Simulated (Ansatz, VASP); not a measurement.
# Si8W18O15 (amorphous SiO2 against W(110), -2 O): VASP beside Ansatz

One calculation is typed for both programs; each brings its own data sets. How far apart do they land? Of the first pair: The structure shown is the start of the Ansatz relaxation below; VASP solves that cell, so the two are compared at the walk's first step.

Main program and level: Ansatz 0.2.0; plane waves, with VASP 6.6.1 beside it; single point at PBE.

### Step 1. Set-up

The cell holds 82 atoms: 36 W, 16 Si and 30 O. Its edges and angles: a = 9.540 Å, b = 8.994 Å, c = 17.547 Å, α = 90.0°, β = 90.0°, γ = 90.0°. It derives from W (3 planes of bcc W(110)). A slab of 3 planes of bcc W(110) (starting lattice constant a = 3.18 A), 9.54 x 8.99 A in plane. 46 atoms (16 Si, 30 O) packed at random between the slab and its periodic image at 2.2 g/cm^3 (a layer of 8.2 A) and pushed apart as soft spheres. Langevin MD at fixed cell with the MACE-MP-0b2 small potential (Batatia et al., arXiv:2401.00096), steps of 1.5 fs: 0.63 ps at 3200 K with the crystal held, 3200 to 1100 K in 1.8 ps with the crystal held, 1100 to 300 K in 0.9 ps with its inner planes held; soft walls kept the melt out of the crystal while it was held. Then all atoms and the cell's height relaxed. The structure's axis is c.

### Step 2. Ansatz: relaxation, PBE

Ansatz runs on its default PAW (the set named soft_2) files.

The two programs are compared at the cell with which this relaxation starts, whose forces are those of its first step.

File input.yaml:

```yaml
crystal:
  lattice:
    - [9.54, 0.0, 0.0]
    - [0.0, 8.9944, 0.0]
    - [0.0, 0.0, 17.54734]
  atoms:
    - { symbol: W, position: [0.99207, 0.01835, 0.20755] }
    - { symbol: W, position: [0.15599, 0.0179, 0.07846] }
    - { symbol: W, position: [0.99051, 0.2678, 0.08054] }
    - { symbol: W, position: [0.15882, 0.26771, 0.20625] }
    - { symbol: W, position: [0.15999, 0.01768, 0.33217] }
    - { symbol: W, position: [0.99614, 0.26762, 0.34082] }
    - { symbol: W, position: [0.99128, 0.51661, 0.20791] }
    - { symbol: W, position: [0.15692, 0.51796, 0.07686] }
    - { symbol: W, position: [0.98935, 0.76781, 0.07907] }
    - { symbol: W, position: [0.15797, 0.76732, 0.20504] }
    - { symbol: W, position: [0.16037, 0.51672, 0.3324] }
    - { symbol: W, position: [0.9928, 0.76713, 0.33413] }
    - { symbol: W, position: [0.32561, 0.01633, 0.20463] }
    - { symbol: W, position: [0.49326, 0.018, 0.07742] }
    - { symbol: W, position: [0.32413, 0.26741, 0.07801] }
    - { symbol: W, position: [0.49224, 0.26789, 0.20358] }
    - { symbol: W, position: [0.49126, 0.01722, 0.33293] }
    - { symbol: W, position: [0.32905, 0.26703, 0.33128] }
    - { symbol: W, position: [0.32534, 0.51803, 0.20545] }
    - { symbol: W, position: [0.49178, 0.51791, 0.07544] }
    - { symbol: W, position: [0.32466, 0.76888, 0.07672] }
    - { symbol: W, position: [0.49204, 0.76666, 0.20434] }
    - { symbol: W, position: [0.49149, 0.51737, 0.33198] }
    - { symbol: W, position: [0.3252, 0.76748, 0.33224] }
    - { symbol: W, position: [0.65792, 0.01701, 0.20606] }
    - { symbol: W, position: [0.82577, 0.01774, 0.07972] }
    - { symbol: W, position: [0.66075, 0.26762, 0.07912] }
    - { symbol: W, position: [0.82572, 0.26741, 0.20679] }
    - { symbol: W, position: [0.82531, 0.0171, 0.33295] }
    - { symbol: W, position: [0.65883, 0.26692, 0.33181] }
    - { symbol: W, position: [0.65924, 0.51815, 0.20581] }
    - { symbol: W, position: [0.82557, 0.51765, 0.07811] }
    - { symbol: W, position: [0.66096, 0.76813, 0.07846] }
    - { symbol: W, position: [0.82519, 0.76786, 0.20604] }
    - { symbol: W, position: [0.824, 0.51752, 0.33191] }
    - { symbol: W, position: [0.65766, 0.76761, 0.33297] }
    - { symbol: Si, position: [0.6956, 0.3158, 0.58898] }
    - { symbol: Si, position: [0.13746, 0.47569, 0.62102] }
    - { symbol: Si, position: [0.40694, 0.92156, 0.77652] }
    - { symbol: Si, position: [0.72784, 0.55043, 0.64365] }
    - { symbol: Si, position: [0.13377, 0.06697, 0.62195] }
    - { symbol: Si, position: [0.21331, 0.14681, 0.79839] }
    - { symbol: Si, position: [0.09285, 0.28673, 0.48473] }
    - { symbol: Si, position: [0.32146, 0.55433, 0.96076] }
    - { symbol: Si, position: [0.82448, 0.05682, 0.65564] }
    - { symbol: Si, position: [0.94053, 0.70247, 0.76343] }
    - { symbol: Si, position: [0.45664, 0.45214, 0.62607] }
    - { symbol: Si, position: [0.46958, 0.24661, 0.76727] }
    - { symbol: Si, position: [0.77268, 0.21974, 0.80051] }
    - { symbol: Si, position: [0.71521, 0.90526, 0.79517] }
    - { symbol: Si, position: [0.18843, 0.793, 0.68017] }
    - { symbol: Si, position: [0.01809, 0.39531, 0.7878] }
    - { symbol: O, position: [0.76616, 0.05429, 0.84175] }
    - { symbol: O, position: [0.73347, 0.92846, 0.70025] }
    - { symbol: O, position: [0.5607, 0.60306, 0.63441] }
    - { symbol: O, position: [0.84502, 0.64284, 0.68898] }
    - { symbol: O, position: [0.32, 0.56219, 0.87031] }
    - { symbol: O, position: [0.77274, 0.4739, 0.55905] }
    - { symbol: O, position: [0.70757, 0.38009, 0.67883] }
    - { symbol: O, position: [0.46483, 0.07473, 0.73111] }
    - { symbol: O, position: [0.17433, 0.17804, 0.55152] }
    - { symbol: O, position: [0.55243, 0.85967, 0.8155] }
    - { symbol: O, position: [0.05428, 0.83055, 0.73801] }
    - { symbol: O, position: [0.30085, 0.47053, 0.59339] }
    - { symbol: O, position: [0.4322, 0.37599, 0.70791] }
    - { symbol: O, position: [0.61299, 0.27592, 0.81176] }
    - { symbol: O, position: [0.03133, 0.57381, 0.80698] }
    - { symbol: O, position: [0.07264, 0.39278, 0.69714] }
    - { symbol: O, position: [0.21909, 0.91259, 0.61193] }
    - { symbol: O, position: [0.27143, 0.98241, 0.82824] }
    - { symbol: O, position: [0.97014, 0.01304, 0.61547] }
    - { symbol: O, position: [0.85935, 0.17402, 0.72262] }
    - { symbol: O, position: [0.17824, 0.12616, 0.70672] }
    - { symbol: O, position: [0.04902, 0.42422, 0.54571] }
    - { symbol: O, position: [0.82219, 0.77244, 0.81993] }
    - { symbol: O, position: [0.52973, 0.33085, 0.56706] }
    - { symbol: O, position: [0.1241, 0.65107, 0.63714] }
    - { symbol: O, position: [0.08635, 0.24972, 0.83126] }
    - { symbol: O, position: [0.74075, 0.14293, 0.5858] }
    - { symbol: O, position: [0.3381, 0.78689, 0.72592] }
    - { symbol: O, position: [0.85865, 0.36961, 0.82155] }
    - { symbol: O, position: [0.34102, 0.25407, 0.82624] }
kpoints:
  mp_grid: { grid: [2, 2, 1] }
hamiltonian:
  xc: pbe
scf:
  occupations: { method: fermi_dirac, width: 0.1 }
output:
  forces: true
relax:
  f_tol: 0.04
  max_steps: 250
  cell: { fix: [a, b, alpha, beta, gamma] }
```

Started as:

```sh
> ansatz run input.yaml --threads 4 --pin off --max-ram 8192MiB --backend cpu --events-out ev --progress --plain --runs-dir out
```

Numbers of over 12 decimals in the logs are rounded to 6 here.

Output:

```text
Engine: ansatz 0.2.0, aarch64-unknown-linux-gnu
Pseudopotentials: kind: paw
Pseudopotential: W, paw, valence charge 14, recommended cutoff 420 eV (normal), W.paw.azcp
Pseudopotential: Si, paw, valence charge 4, recommended cutoff 420 eV (normal), Si.paw.azcp
Pseudopotential: O, paw, valence charge 6, recommended cutoff 420 eV (normal), O.paw.azcp
Functional definition: PBE
  parameter kappa = 0.804
  parameter beta = 0.066725
  exchange = pbe_x(kappa = kappa, mu = beta*pi^2/3)
  correlation = pbe_c(beta = beta)
Crystal: 82 atoms, lattice volume = 1505.677 Å³
Basis set: ecut = 420 eV, 29379 PW (Γ), exchange–correlation on 128×128×240 points (8 copies of the dense FFT grid, shifted against one another)
Bands: 456, of which v1, the nominal top of the filled ones, is band 374 counted from 1 (373 counted from 0)
Symmetry: 1 space group operations
Space group: P1 (ITA 1), of the structure as read, at distance tolerance 1.1e-4 Å
k-points: 4
Non-local potential: W, projectors of the file, l = 0: 3, l = 1: 2, l = 2: 2, l = 3: 1
Non-local potential: Si, projectors of the file, l = 0: 2, l = 1: 2, l = 2: 2
Non-local potential: O, projectors of the file, l = 0: 2, l = 1: 2, l = 2: 1
PAW form: soft (Blöchl's): semilocal exchange-correlation on the pseudo side does not see the compensation charge
PAW one-centre angular grid: W, 590 points (default); XC on 64 Gauss nodes
PAW one-centre angular grid: Si, 110 points (default); XC on 64 Gauss nodes
PAW one-centre angular grid: O, 110 points (default); XC on 64 Gauss nodes
Initial density: superposition of atomic densities (neutral atoms: chi_scale 0, normalization atom), corrected by the library's trained network
Initial wavefunctions: pseudopotential atomic-orbital guess
Functional: x = pbe(κ = 0.804, μ = 0.219515), c = pbe(β = 0.066725)
SCF iter   1: F=—  HF=-401055.064076 eV  |F-HF|=—  |Δ(HF+E_count)|=         —  Δρ=1.08e-2  dr2=1.10e1  ethr=1.77e-3  ⟨swp⟩=7.2  Hψ=8771  notcnv=0  defer=14
preconditioner: auto → LDOS  [metal: Δε(μ)=0.039 eV  Ē_g=8.102 eV  σ=0.100 eV  W_gap=0.10  n_scr=364 (ndim 8)  ℏωp=20.5 eV  f_vac=0.208  D(μ)=32.65/eV (n_scr^D=192)  β→1.0]
SCF iter   2: F=—  HF=-401054.509718 eV  |F-HF|=—  |Δ(HF+E_count)|=   5.54e-1  Δρ=7.11e-3  dr2=2.80e0  ethr=1.47e-3  ⟨swp⟩=3.0  Hψ=2631  notcnv=0  defer=44
SCF iter   3: F=—  HF=-401054.261277 eV  |F-HF|=—  |Δ(HF+E_count)|=   2.48e-1  Δρ=3.15e-3  dr2=1.86e-1  ethr=3.74e-4  ⟨swp⟩=2.2  Hψ=3554  notcnv=0  defer=47
SCF iter   4: F=—  HF=-401054.222066 eV  |F-HF|=—  |Δ(HF+E_count)|=   3.92e-2  Δρ=1.20e-3  dr2=2.72e-2  ethr=2.49e-5  ⟨swp⟩=2.8  Hψ=2598  notcnv=0  defer=47
SCF iter   5: F=—  HF=-401054.218304 eV  |F-HF|=—  |Δ(HF+E_count)|=   3.76e-3  Δρ=2.74e-4  dr2=1.73e-3  ethr=3.63e-6  ⟨swp⟩=2.5  Hψ=2769  notcnv=0  defer=47
SCF iter   6: F=—  HF=-401054.218589 eV  |F-HF|=—  |Δ(HF+E_count)|=   2.85e-4  Δρ=1.43e-4  dr2=3.54e-4  ethr=2.31e-7  ⟨swp⟩=2.5  Hψ=2776  notcnv=0  defer=47
SCF iter   7: F=—  HF=-401054.218672 eV  |F-HF|=—  |Δ(HF+E_count)|=   8.27e-5  Δρ=5.98e-5  dr2=6.47e-5  ethr=4.73e-8  ⟨swp⟩=2.5  Hψ=2727  notcnv=0  defer=47
SCF iter   8: F=—  HF=-401054.219670 eV  |F-HF|=—  |Δ(HF+E_count)|=   9.98e-4  Δρ=2.21e-5  dr2=9.09e-6  ethr=8.66e-9  ⟨swp⟩=2.2  Hψ=2772  notcnv=0  defer=47
SCF iter   9: F=—  HF=-401054.219673 eV  |F-HF|=—  |Δ(HF+E_count)|=   3.06e-6  Δρ=1.08e-5  dr2=1.84e-6  ethr=1.22e-9  ⟨swp⟩=2.2  Hψ=2695  notcnv=0  defer=47
SCF iter  10: F=—  HF=-401054.219673 eV  |F-HF|=—  |Δ(HF+E_count)|=   1.82e-7  Δρ=4.96e-6  dr2=3.43e-7  ethr=2.46e-10  ⟨swp⟩=2.8  Hψ=2700  notcnv=0  defer=47
SCF iter  11: F=-401054.219673 eV  HF=-401054.219673 eV  |F-HF|=1.96e-8  |Δ(HF+E_count)|=   3.45e-8  Δρ=1.53e-6  dr2=3.22e-8  ethr=1.34e-11  ⟨swp⟩=5.0  Hψ=6092  notcnv=0
SCF 1 converged in 11 iterations: F = -401054.219673 eV  dr2 = 3.22e-8
  greatest PAW one-centre occupation: 1.000 electrons in one spin orbital (limit 2), on the W atom at site 19 (counted from 0), in its partial waves of l = 0
relax step   1: F+E_penalty+E_count = -401054.21967349 eV  Δ(F+E_penalty+E_count) = +0.000e0 eV  max|allowed force component| = 1.744e0 eV/Å  Δτ_max = 0.0000 Å  P = -3.554 GPa  Ω = 1505.677 Å³  fix = [a, b, alpha, beta, gamma]  reactions: a -4.358, b -2.547 GPa; alpha -0.226, beta +0.255, gamma +1.118 GPa/rad  (11 SCF iters, dr2 threshold 1.00e-7 eV, accepted)
Crystal: 82 atoms, lattice volume = 1455.430 Å³
Basis set: ecut = 420 eV, 28369 PW (Γ), exchange–correlation on 128×128×240 points (8 copies of the dense FFT grid, shifted against one another)
Initial density: handed on by an earlier stage of this run
Initial wavefunctions: those handed on with the density
SCF iter   1: F=—  HF=-401056.488047 eV  |F-HF|=—  |Δ(HF+E_count)|=         —  Δρ=1.77e-2  dr2=2.66e1  ethr=3.10e-3  ⟨swp⟩=6.5  Hψ=7454  notcnv=0  defer=22
[...]
atom  57  O     -0.00202157    -0.00365523     0.00339184
  atom  58  O     -0.00735172     0.00247867    -0.01542063
  atom  59  O     -0.00719199    -0.01409420     0.00195253
  atom  60  O     -0.00238567    -0.00204591     0.00185605
  atom  61  O     -0.00083449    -0.01430713     0.00071183
  atom  62  O     -0.00139207     0.00131279    -0.00140523
  atom  63  O      0.00069352     0.00135651    -0.00292589
  atom  64  O     -0.00029635    -0.00137667     0.00211087
  atom  65  O     -0.00241365     0.00125619     0.00175966
  atom  66  O     -0.00267528     0.00010890    -0.00135565
  atom  67  O      0.00377476    -0.00450460     0.00518917
  atom  68  O      0.00484408     0.00011727    -0.00204033
  atom  69  O     -0.00208153     0.00058786     0.00084369
  atom  70  O      0.00487299    -0.00517417     0.00212923
  atom  71  O     -0.00181299     0.00150650     0.00128724
  atom  72  O     -0.00380627     0.00036385    -0.00383452
  atom  73  O      0.00737338    -0.00280921    -0.00379176
  atom  74  O      0.01002944    -0.02092247    -0.01157462
  atom  75  O     -0.00029484     0.00071941     0.00012136
  atom  76  O     -0.00811047    -0.00688298    -0.01446968
  atom  77  O      0.00111794    -0.00952211     0.00226818
  atom  78  O      0.00246718     0.00276478    -0.00003206
  atom  79  O      0.00161930    -0.00499023    -0.00376445
  atom  80  O      0.00049767     0.00067850    -0.00237676
  atom  81  O      0.00203488     0.00720812    -0.00290730
  atom  82  O      0.00016519     0.00294849    -0.00220304
  max |Σ_I F_I| component: 1.86e-5 eV/Å
--- Stress (GPa, compression-positive) ---
       -2.976022      -0.986123       0.046551
       -0.986123      -0.209847       0.100369
        0.046553       0.100370      -0.038054
  P = ⅓ Tr σ = -1.0746 GPa (-10.746 kbar)
--- Relaxed structure (30 steps of the walk, 27 accepted, 1 SCFs on fresh bases) ---
  F+E_penalty+E_count = -401060.38725289 eV   max|allowed force component| = 2.483e-2 eV/Å   (the final SCF, on the basis selected at the relaxed cell)
  cell:  # Å, volume = 1495.9093 Å³
    - [9.54, 0, 0]
    - [0, 8.9944, 0]
    - [0, 0, 17.433504]
  atoms:
    - { symbol: W, position: [0.927953, 0.021499, 0.249431] }
    - { symbol: W, position: [0.095030, 0.021884, 0.120466] }
    - { symbol: W, position: [0.925915, 0.270867, 0.123232] }
    - { symbol: W, position: [0.095236, 0.273313, 0.243643] }
    - { symbol: W, position: [0.095296, 0.019277, 0.372900] }
    - { symbol: W, position: [0.926693, 0.269472, 0.375778] }
    - { symbol: W, position: [0.928430, 0.524368, 0.252802] }
    - { symbol: W, position: [0.084691, 0.524322, 0.121167] }
    - { symbol: W, position: [0.927657, 0.775449, 0.123989] }
    - { symbol: W, position: [0.093853, 0.773547, 0.247963] }
    - { symbol: W, position: [0.106384, 0.522151, 0.374933] }
    - { symbol: W, position: [0.926313, 0.774259, 0.384172] }
    - { symbol: W, position: [0.261035, 0.022159, 0.243628] }
    - { symbol: W, position: [0.425995, 0.022847, 0.118669] }
    - { symbol: W, position: [0.259504, 0.276396, 0.115764] }
    - { symbol: W, position: [0.429143, 0.272587, 0.241228] }
    - { symbol: W, position: [0.426014, 0.022075, 0.368775] }
    - { symbol: W, position: [0.267518, 0.271383, 0.365286] }
    - { symbol: W, position: [0.260848, 0.524806, 0.244807] }
    - { symbol: W, position: [0.438076, 0.525264, 0.120469] }
    - { symbol: W, position: [0.259686, 0.770313, 0.116291] }
    - { symbol: W, position: [0.429117, 0.775080, 0.244484] }
    - { symbol: W, position: [0.425514, 0.528508, 0.367322] }
    - { symbol: W, position: [0.260301, 0.775812, 0.371042] }
[...]
- { symbol: W, position: [0.759003, 0.017074, 0.375219] }
    - { symbol: W, position: [0.587730, 0.277033, 0.373029] }
    - { symbol: W, position: [0.595764, 0.523023, 0.247377] }
    - { symbol: W, position: [0.763902, 0.524041, 0.124758] }
    - { symbol: W, position: [0.596196, 0.776280, 0.121447] }
    - { symbol: W, position: [0.762058, 0.774035, 0.249667] }
    - { symbol: W, position: [0.763886, 0.526816, 0.375825] }
    - { symbol: W, position: [0.588900, 0.776101, 0.370529] }
    - { symbol: Si, position: [0.783069, 0.259884, 0.495100] }
    - { symbol: Si, position: [0.220177, 0.464192, 0.601115] }
    - { symbol: Si, position: [0.457947, 0.941254, 0.760585] }
    - { symbol: Si, position: [0.813936, 0.563309, 0.564875] }
    - { symbol: Si, position: [0.150778, 0.057411, 0.611563] }
    - { symbol: Si, position: [0.272925, 0.178293, 0.771711] }
    - { symbol: Si, position: [0.100913, 0.289100, 0.479556] }
    - { symbol: Si, position: [0.258660, 0.527774, 1.012999] }
    - { symbol: Si, position: [0.835800, 0.042266, 0.619040] }
    - { symbol: Si, position: [0.970668, 0.683184, 0.722193] }
    - { symbol: Si, position: [0.547887, 0.416465, 0.571707] }
    - { symbol: Si, position: [0.540643, 0.237409, 0.718497] }
    - { symbol: Si, position: [0.817980, 0.200862, 0.767491] }
    - { symbol: Si, position: [0.758411, 0.891985, 0.763797] }
    - { symbol: Si, position: [0.242872, 0.791372, 0.662794] }
    - { symbol: Si, position: [0.074605, 0.393757, 0.764441] }
    - { symbol: O, position: [0.839035, 0.034073, 0.804171] }
    - { symbol: O, position: [0.758583, 0.911031, 0.668602] }
    - { symbol: O, position: [0.637929, 0.573755, 0.571409] }
    - { symbol: O, position: [0.899857, 0.622594, 0.640633] }
    - { symbol: O, position: [0.269205, 0.535766, 0.924151] }
    - { symbol: O, position: [0.853065, 0.643892, 0.481215] }
    - { symbol: O, position: [0.841148, 0.383716, 0.559335] }
    - { symbol: O, position: [0.511261, 0.062293, 0.695061] }
    - { symbol: O, position: [0.174839, 0.191783, 0.551259] }
    - { symbol: O, position: [0.600387, 0.875391, 0.799457] }
    - { symbol: O, position: [0.089002, 0.809238, 0.703755] }
    - { symbol: O, position: [0.378475, 0.413888, 0.572003] }
    - { symbol: O, position: [0.599679, 0.330070, 0.647345] }
    - { symbol: O, position: [0.656499, 0.248787, 0.786675] }
    - { symbol: O, position: [0.059027, 0.570024, 0.776904] }
    - { symbol: O, position: [0.137756, 0.387879, 0.674499] }
    - { symbol: O, position: [0.257327, 0.918910, 0.595970] }
    - { symbol: O, position: [0.352828, 1.040489, 0.816527] }
    - { symbol: O, position: [0.993555, -0.00520563, 0.595268] }
    - { symbol: O, position: [0.846027, 0.184233, 0.675828] }
    - { symbol: O, position: [0.183216, 0.104920, 0.700544] }
    - { symbol: O, position: [0.117192, 0.457424, 0.524924] }
    - { symbol: O, position: [0.846746, 0.741890, 0.778975] }
    - { symbol: O, position: [0.603460, 0.312433, 0.497790] }
    - { symbol: O, position: [0.250540, 0.635281, 0.620353] }
    - { symbol: O, position: [0.167648, 0.284199, 0.819700] }
    - { symbol: O, position: [0.759178, 0.094812, 0.539902] }
    - { symbol: O, position: [0.371817, 0.804364, 0.723323] }
    - { symbol: O, position: [0.918602, 0.335852, 0.789974] }
    - { symbol: O, position: [0.390735, 0.301126, 0.745199] }
```

(Continued in part 2 of 3.)

[Lines on the potential files, build, host, timing and source positions are cut from VASP's logs without a mark.]

[Logs are printed without paths, hosts, clocks, repeated set-up lines and the standing remarks that a program may print on its own settings, such as how far it seeks lower states.]

[Hosts, paths, dates, database ids (printed as entryN), source tags and the programs' standing remarks are cut or masked in the printed files.]
